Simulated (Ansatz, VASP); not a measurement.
# Cross-check of ZnCu between VASP and Ansatz

One calculation is typed for both programs; each brings its own data sets. How far apart do they land? The cell is taken from a series of runs on this material, whose earlier steps may have relaxed, scaled, displaced or heated it; both programs get it as it stands.

Main program and level: Ansatz 0.2.0; plane waves, with VASP 6.6.1 beside it; single point at PBEsol.

### 1. Set-up

It takes space group Pm-3m (No. 221, cubic). The conventional cell has a = 2.879 Å, b = 2.879 Å, c = 2.879 Å, α = 90.00°, β = 90.00°, γ = 90.00°. Nearest to Zn lie 8 Cu at 2.49 Å. Cu has 8 Zn at 2.49 Å nearest. Farther neighbours are not listed.

### 2. Ansatz: single point, PBEsol, pair 1

Ansatz runs on its default PAW (the set named soft_2) files.

With cell and atoms fixed, the geometry can't cause a difference; cores, projectors, grids and the points listed under the comparison can.

Contents of input.yaml:

```yaml
crystal:
  lattice:
    - [2.8788026782, 0.0, 0.0]
    - [0.0, 2.8788026782, 0.0]
    - [0.0, 0.0, 2.8788026782]
  atoms:
    - { symbol: Zn, position: [0.5, 0.5, 0.5] }
    - { symbol: Cu, position: [0.0, 0.0, 0.0] }
kpoints:
  mp_grid: { grid: [16, 16, 16] }
hamiltonian:
  xc: pbesol
scf:
  occupations: { method: methfessel_paxton, width: 0.2 }
output:
  forces: true
  stress: true
  eigenvalues: true
```

The run is started by

```bash
ansatz run input.yaml --threads 4 --pin off --max-ram 8192MiB --backend cpu --events-out ev --progress --plain --runs-dir out
```

Numbers of over 12 decimals in the logs are rounded to 6 here.

The program printed:

```text
Engine: ansatz 0.2.0, aarch64-unknown-linux-gnu
Pseudopotentials: kind: paw
Pseudopotential: Zn, paw, valence charge 12, recommended cutoff 420 eV (normal), Zn.paw.azcp
Pseudopotential: Cu, paw, valence charge 19, recommended cutoff 420 eV (normal), Cu.paw.azcp
Functional definition: PBEsol
  exchange = pbesol_x
  correlation = pbesol_c
Crystal: 2 atoms, lattice volume = 23.858 Å³
Basis set: ecut = 420 eV, 461 PW (Γ), exchange–correlation on 40×40×40 points (8 copies of the dense FFT grid, shifted against one another)
Bands: 20, of which v1, the nominal top of the filled ones, is band 16 counted from 1 (15 counted from 0)
Symmetry: 48 space group operations
Space group: Pm-3m (ITA 221), of the structure as read, at distance tolerance 2.9e-5 Å
k-points: 165 of 4096
Non-local potential: Zn, projectors of the file, l = 0: 2, l = 1: 2, l = 2: 3, l = 3: 1
Non-local potential: Cu, projectors of the file, l = 0: 3, l = 1: 2, l = 2: 3, l = 3: 1
PAW form: soft (Blöchl's): semilocal exchange-correlation on the pseudo side does not see the compensation charge
PAW frozen core: Zn, regenerated for the run's functional, and the local potential with it (the file was generated under x = pbe(κ = 0.804, μ = 0.219515), c = pbe(β = 0.066725))
PAW frozen core: Cu, regenerated for the run's functional, and the local potential with it (the file was generated under x = pbe(κ = 0.804, μ = 0.219515), c = pbe(β = 0.066725))
PAW one-centre angular grid: Zn, 590 points (default); XC on 64 Gauss nodes
PAW one-centre angular grid: Cu, 590 points (default); XC on 64 Gauss nodes
Initial density: superposition of atomic densities (neutral atoms: chi_scale 0, normalization atom), corrected by the library's trained network
Initial wavefunctions: pseudopotential atomic-orbital guess
Functional: x = pbesol(κ = 0.804, μ = 0.123457), c = pbesol(β = 0.046)
SCF iter   1: F=—  HF=-9869.877295 eV  |F-HF|=—  |Δ(HF+E_count)|=         —  Δρ=1.38e-2  dr2=2.42e-2  ethr=1.77e-3  ⟨swp⟩=5.0  Hψ=13732  notcnv=0
preconditioner: auto → none  [metal: Δε(μ)=0.019 eV  Ē_g=13.241 eV  σ=0.200 eV  W_gap=0.08  n_scr=6 (ndim 8)  ℏωp=36.5 eV  f_vac=0.000  D(μ)=0.56/eV (n_scr^D=0)  sad-step TF]
SCF iter   2: F=—  HF=-9869.872427 eV  |F-HF|=—  |Δ(HF+E_count)|=   4.87e-3  S|Δr|=    0.00e0  Δρ=2.76e-3  dr2=1.14e-3  ethr=7.80e-5  ⟨swp⟩=2.2  Hψ=5812  notcnv=0
SCF iter   3: F=—  HF=-9869.872125 eV  |F-HF|=—  |Δ(HF+E_count)|=   3.01e-4  S|Δr|=    0.00e0  Δρ=9.94e-4  dr2=1.29e-4  ethr=3.67e-6  ⟨swp⟩=1.1  Hψ=3456  notcnv=0  defer=1
SCF iter   4: F=—  HF=-9869.872081 eV  |F-HF|=—  |Δ(HF+E_count)|=   4.48e-5  S|Δr|=    0.00e0  Δρ=2.65e-4  dr2=9.04e-6  ethr=4.16e-7  ⟨swp⟩=2.0  Hψ=4898  notcnv=0  defer=7
SCF iter   5: F=—  HF=-9869.872062 eV  |F-HF|=—  |Δ(HF+E_count)|=   1.90e-5  S|Δr|=    0.00e0  Δρ=4.24e-5  dr2=1.46e-7  ethr=2.92e-8  ⟨swp⟩=2.1  Hψ=4931  notcnv=0  defer=7
SCF iter   6: F=-9869.872062 eV  HF=-9869.872062 eV  |F-HF|=1.20e-8  |Δ(HF+E_count)|=   2.87e-7  S|Δr|=    0.00e0  Δρ=5.47e-6  dr2=2.31e-9  ethr=3.23e-10  ⟨swp⟩=6.2  Hψ=15381  notcnv=0
SCF 1 converged in 6 iterations: F = -9869.872062 eV  dr2 = 2.31e-9
  greatest PAW one-centre occupation: 1.000 electrons in one spin orbital (limit 2), on the Cu atom at site 1 (counted from 0), in its partial waves of l = 0
SCF converged after 6 iterations
Stability not checked: this state was not tested for a lower state beside it, because cold or Methfessel-Paxton smearing, or corrected tetrahedra, fill the levels in a way that the test cannot read (fill_not_monotonic; see scf.lower_state_search)
Free energy (F): -9869.872062 eV
Harris-Foulkes:  -9869.872062 eV  (|F-HF|=1.20e-8)
Internal energy: -9869.870978 eV  (E = F + TS)
E sigma→0 (E₀):  -9869.871791 eV
Entropy (-TS):   -0.001084 eV (-0.542 meV/atom)
Fermi energy:    15.651040 eV
--- Per-component energies (eV) ---
  E_band       = -286.696740
  E_kinetic    = 433.725591
  E_local      = -5624.916228  (includes V_loc(G=0)·N_el)
  E_nonlocal   = 1003.113132
  E_hartree    = 2455.881654
  E_xc         = -227.033007
  E_vxc        = -170.931886  (∫ρ·V_xc dr)
  E_paw        = -3413.591182  (= ΣΔE_a)
  E_vpaw       = -839.451750  (= ΣTr[D̂ρ^β])
  E_aug_tail   = -0.000112  (compensation charges beyond the density's cutoff)
  E_ewald      = -4498.054383
  E_core_change = 1.003557  (= ΣΔE_core)
  E_smearing   = -0.001084  (= −TS)
  E_closure    = -0.000000  (closes the sum)
  Σ components = -9869.872062   (vs F -9869.872062, Δ=0.00e0)
--- Forces (eV/Å), atoms counted from 1 ---
  atom   1  Zn     0.00000000    -0.00000000     0.00000000
  atom   2  Cu    -0.00000000    -0.00000000    -0.00000000
  max |Σ_I F_I| component: 5.75e-29 eV/Å
--- Stress (GPa, compression-positive) ---
        4.508384      -0.000000       0.000000
        0.000000       4.508384      -0.000000
        0.000000       0.000000       4.508384
  P = ⅓ Tr σ = 4.5084 GPa (45.084 kbar)
--- Band table (eV; the first three rows and the last of 165) ---
  k-point 0: bands = [... 12 lower, 12.8163, 12.8163, 12.8163, 22.0254, 22.0254, 22.0254, 27.3083, 27.3083]
  k-point 1: bands = [... 12 lower, 12.7879, 12.7879, 12.8125, 21.3208, 22.1421, 22.1421, 27.3448, 27.7743]
  k-point 2: bands = [... 12 lower, 12.7092, 12.7092, 12.8017, 19.8436, 22.4854, 22.4854, 27.4550, 28.2413]
  k-point 164: bands = [... 12 lower, 13.0955, 13.0955, 19.9544, 20.0962, 20.0962, 20.0963, 20.3751, 20.3751]
```

The column dr2 measures how far the density is from self-consistency, as an energy; F and HF (Harris–Foulkes) agree once it is small.

The run ends at a pressure of 4.51 GPa.

### 3. VASP: single point, PBEsol, pair 1

The same cell, functional, mesh and smearing now go to VASP, with its own data sets.

Lines of VASP's logs that name or quote its potential files are left out, and so is its time.

Contents of INCAR:

```
SYSTEM = ZnCu
PREC = Accurate
ENCUT = 600
EDIFF = 1E-06
NELM = 120
ISMEAR = 1
SIGMA = 0.2
LREAL = .FALSE.
ALGO = Normal
GGA = PS
NBANDS = 17
LASPH = .TRUE.
LORBIT = 11
LWAVE = .FALSE.
LCHARG = .FALSE.
ISIF = 2
GGA_COMPAT = .FALSE.
```

Contents of POSCAR:

```
ZnCu
1.0
    2.8788026782      0.0000000000      0.0000000000
    0.0000000000      2.8788026782      0.0000000000
    0.0000000000      0.0000000000      2.8788026782
Zn Cu
1 1
Direct
    0.5000000000      0.5000000000      0.5000000000
    0.0000000000      0.0000000000      0.0000000000
```

Contents of KPOINTS:

```
Automatic mesh
0
Gamma
16 16 16
0 0 0
```

The projector-augmented-wave data sets are Zn and Cu (PBE family, release 64).

The run is started by

```bash
mpirun -np 1 vasp_std
```

The program printed:

```text
[banner, memory and clock lines left out]
running    1 mpi-ranks, on    1 nodes
 distrk:  each k-point on    1 cores,    1 groups
 distr:  one band on    1 cores,    1 groups

 POSCAR found type information on POSCAR ZnCu
 POSCAR found :  2 types and       2 ions
|                                                                             |
|               ----> ADVICE to this user running VASP <----                  |
|                                                                             |
|     You enforced a specific xc type in the INCAR file but a different       |
|     [... a line on the potential file left out ...]
|     I HOPE YOU KNOW WHAT YOU ARE DOING!                                     |
|                                                                             |

 LDA part: xc-table for (Slater+PW92), standard interpolation
 POSCAR, INCAR and KPOINTS ok, starting setup
 FFT: planning ... GRIDC
 FFT: planning ... GRID_SOFT
 FFT: planning ... GRID
 WAVECAR not read
 entering main loop
       N       E                     dE             d eps       ncg     rms          rms(c)
DAV:   1     0.115832702552E+03    0.11583E+03   -0.12576E+04  6050   0.254E+03
DAV:   2    -0.327136138010E+01   -0.11910E+03   -0.11451E+03  5647   0.325E+02
DAV:   3    -0.742860409643E+01   -0.41572E+01   -0.41325E+01  6490   0.772E+01
DAV:   4    -0.745925203938E+01   -0.30648E-01   -0.30639E-01  6824   0.597E+00
DAV:   5    -0.745965783282E+01   -0.40579E-03   -0.40578E-03  6713   0.704E-01    0.108E+01
DAV:   6    -0.714986148577E+01    0.30980E+00   -0.18107E+01  5890   0.110E+02    0.638E+00
DAV:   7    -0.609265860036E+01    0.10572E+01   -0.38560E+00  5988   0.114E+02    0.253E+00
DAV:   8    -0.609050173090E+01    0.21569E-02   -0.17625E-01  7067   0.560E+00    0.138E+00
DAV:   9    -0.607989511058E+01    0.10607E-01   -0.11073E-02  7425   0.243E+00    0.101E-01
DAV:  10    -0.607982785225E+01    0.67258E-04   -0.92144E-04  8596   0.746E-01    0.489E-02
DAV:  11    -0.607981670848E+01    0.11144E-04   -0.90532E-05  7539   0.298E-01    0.110E-02
DAV:  12    -0.607981675441E+01   -0.45926E-07   -0.33446E-06  5039   0.343E-02
   1 F= -.60798168E+01 E0= -.60794456E+01  d E =-.111342E-02
```

OUTCAR, selected parts (step 3):

```text
ion  position               nearest neighbor table
   1  0.500  0.500  0.500-   2 2.49   2 2.49   2 2.49   2 2.49   2 2.49   2 2.49   2 2.49   2 2.49

  LATTYP: Found a simple cubic cell.
 ALAT       =     2.8788026782

 Subroutine GETGRP returns: Found 48 space group operations
 (whereof 48 operations were pure point group operations)

The static configuration has the point symmetry O_h .

 Found    165 irreducible k-points:

   k-points           NKPTS =    165   k-points in BZ     NKDIM =    165   number of bands    NBANDS=     17

   dimension x,y,z NGX =    24 NGY =   24 NGZ =   24
   dimension x,y,z NGXF=    48 NGYF=   48 NGZF=   48

   ENCUT  =  600.0 eV  44.10 Ry    6.64 a.u.   5.75  5.75  5.75*2*pi/ulx,y,z

   NELECT =      23.0000    total number of electrons

 k-points in reciprocal lattice and weights: Automatic mesh
   0.00000000  0.00000000  0.00000000       0.000
   0.06250000  0.00000000  0.00000000       0.001
   0.12500000  0.00000000  0.00000000       0.001
   0.18750000  0.00000000  0.00000000       0.001
   0.25000000  0.00000000  0.00000000       0.001
   0.31250000  0.00000000  0.00000000       0.001
   0.37500000  0.00000000  0.00000000       0.001
   0.43750000  0.00000000  0.00000000       0.001
   0.50000000  0.00000000  0.00000000       0.001
[...]
0.50000000  0.50000000  0.43750000       0.001
   0.50000000  0.50000000  0.50000000       0.000

 average (electrostatic) potential at core
       1 -33.5101       2 -65.5432

 E-fermi :   6.0500

 k-point     1 :       0.0000    0.0000    0.0000
  band No.  band energies     occupation
    ...
      7       2.2632      2.00000
      8       2.2632      2.00000
      9       3.1842      2.00000
     10       3.1842      2.00000
     11       3.1842      2.00000
     12      12.4770      0.00000
     13      12.4770      0.00000
     14      12.4770      0.00000
     15      17.7393      0.00000
     16      17.7393      0.00000
    ...

 k-point     2 :       0.0625    0.0000    0.0000
  band No.  band energies     occupation
    ...
      7       2.2571      2.00000
      8       2.2705      2.00000
      9       3.1565      2.00000
     10       3.1565      2.00000
     11       3.1806      2.00000
     12      11.7637      0.00000
     13      12.5931      0.00000
     14      12.5931      0.00000
     15      17.7767      0.00000
     16      18.2170      0.00000
    ...

 k-point     3 :       0.1250    0.0000    0.0000
  band No.  band energies     occupation
    ...
      7       2.2396      2.00000
      8       2.2882      2.00000
      9       3.0794      2.00000
     10       3.0794      2.00000
     11       3.1704      2.00000
     12      10.2744      0.00000
     13      12.9347      0.00000
     14      12.9347      0.00000
     15      17.8899      0.00000
     16      18.6947      0.00000
    ...

  Total        0.7941370      0.7941370      0.7941370     -0.0000000     -0.0000000      0.0000000
  in kB       53.3298441     53.3298441     53.3298441     -0.0000000     -0.0000000      0.0000000
  external PRESSURE =      53.3298441 kB  Pullay stress =       0.0000000 kB

  energy-cutoff  :      600.00
  volume of cell :       23.86
      direct lattice vectors                 reciprocal lattice vectors
     2.878802678  0.000000000  0.000000000     0.347366635  0.000000000  0.000000000
     0.000000000  2.878802678  0.000000000     0.000000000  0.347366635  0.000000000
     0.000000000  0.000000000  2.878802678     0.000000000  0.000000000  0.347366635

 POSITION                                       TOTAL-FORCE (eV/Angst)
 -----------------------------------------------------------------------------------
      1.43940      1.43940      1.43940         0.000000      0.000000      0.000000
      0.00000      0.00000      0.00000         0.000000      0.000000      0.000000
 -----------------------------------------------------------------------------------
    total drift:                                0.000000      0.000000     -0.000000

  FREE ENERGIE OF THE ION-ELECTRON SYSTEM (eV)
  ---------------------------------------------------
  free  energy   TOTEN  =        -6.0798167544 eV

  energy  without entropy=       -6.0787033392  energy(sigma->0) =       -6.07944562

 total charge
# of ion       s       p       d       tot
------------------------------------------
    1        0.600   0.584   9.745  10.929
    2        0.449   0.435   9.181  10.065
--------------------------------------------------
tot          1.049   1.019  18.926  20.994

[... 3 further parts left out ...]
```

The run ends at a pressure of 5.33 GPa.

### 4. Differences

Known differences besides the potentials themselves: the data sets hold 31 valence electrons in Ansatz (on its default PAW (the set named soft_2) files) and 23 in VASP; the cutoff is 420 eV in Ansatz and 600 eV in VASP; Ansatz makes its cores anew for this functional, VASP keeps those of its PBE data sets. Total energies have different zeros and are not compared.

Compared:

```
      quantity  Ansatz  VASP  difference
pressure (GPa)    4.51  5.33       -0.82
```

### 5. VASP: single point, PBEsol, pair 2

A single point gives forces, pressure and levels at one fixed geometry, so differences don't come from the geometry; what else differs is listed under the comparison. The cell compared in this pair holds 24.23 Å³, against 23.86 Å³ for the pair before.

INCAR is that of step 3.

Contents of POSCAR:

```
ZnCu
1.0
    2.8935660270      0.0000000000      0.0000000000
    0.0000000000      2.8935660270      0.0000000000
    0.0000000000      0.0000000000      2.8935660270
Zn Cu
1 1
Direct
    0.5000000000      0.5000000000      0.5000000000
    0.0000000000      0.0000000000      0.0000000000
```

KPOINTS is that of step 3.

The run is started by

```bash
mpirun -np 1 vasp_std
```

The program printed:

```text
[banner, memory and clock lines left out]
running    1 mpi-ranks, on    1 nodes
[...]
[... a notice as in an earlier step ...]

 LDA part: xc-table for (Slater+PW92), standard interpolation
 POSCAR, INCAR and KPOINTS ok, starting setup
[...]
entering main loop
       N       E                     dE             d eps       ncg     rms          rms(c)
DAV:   1     0.115767907193E+03    0.11577E+03   -0.12444E+04  6010   0.252E+03
DAV:   2    -0.329116476367E+01   -0.11906E+03   -0.11487E+03  5638   0.321E+02
DAV:   3    -0.742558080888E+01   -0.41344E+01   -0.41004E+01  6542   0.769E+01
DAV:   4    -0.745529686810E+01   -0.29716E-01   -0.29707E-01  6740   0.587E+00
[...]
DAV:  10    -0.608933406985E+01    0.54771E-04   -0.88804E-04  8668   0.706E-01    0.491E-02
DAV:  11    -0.608932287029E+01    0.11200E-04   -0.91406E-05  7377   0.299E-01    0.106E-02
DAV:  12    -0.608932285067E+01    0.19616E-07   -0.39712E-06  5386   0.382E-02
   1 F= -.60893229E+01 E0= -.60889342E+01  d E =-.116610E-02
```

From OUTCAR (step 5):

```text
  Total        0.4435476      0.4435476      0.4435476     -0.0000000      0.0000000     -0.0000000
  in kB       29.3326023     29.3326023     29.3326023     -0.0000000      0.0000000     -0.0000000
  external PRESSURE =      29.3326023 kB  Pullay stress =       0.0000000 kB

 POSITION                                       TOTAL-FORCE (eV/Angst)
 -----------------------------------------------------------------------------------
      1.44678      1.44678      1.44678         0.000000      0.000000      0.000000
      0.00000      0.00000      0.00000         0.000000      0.000000      0.000000
 -----------------------------------------------------------------------------------
    total drift:                                0.000000      0.000000     -0.000000

  FREE ENERGIE OF THE ION-ELECTRON SYSTEM (eV)
  ---------------------------------------------------
  free  energy   TOTEN  =        -6.0893228507 eV

  energy  without entropy=       -6.0881567534  energy(sigma->0) =       -6.08893415

[... 1 part as in an earlier step ...]

[... 2 further parts left out ...]
[key lines of the parts left out:]
E-fermi :   5.8859
```

The run ends at a pressure of 2.93 GPa.

(Continued in part 2 of 2.)

[Lines on the potential files, build, host, timing and source positions are cut from VASP's logs without a mark.]

[Logs are printed without paths, hosts, clocks, repeated set-up lines and the standing remarks that a program may print on its own settings, such as how far it seeks lower states.]

[Hosts, paths, dates, database ids (printed as entryN), source tags and the programs' standing remarks are cut or masked in the printed files.]
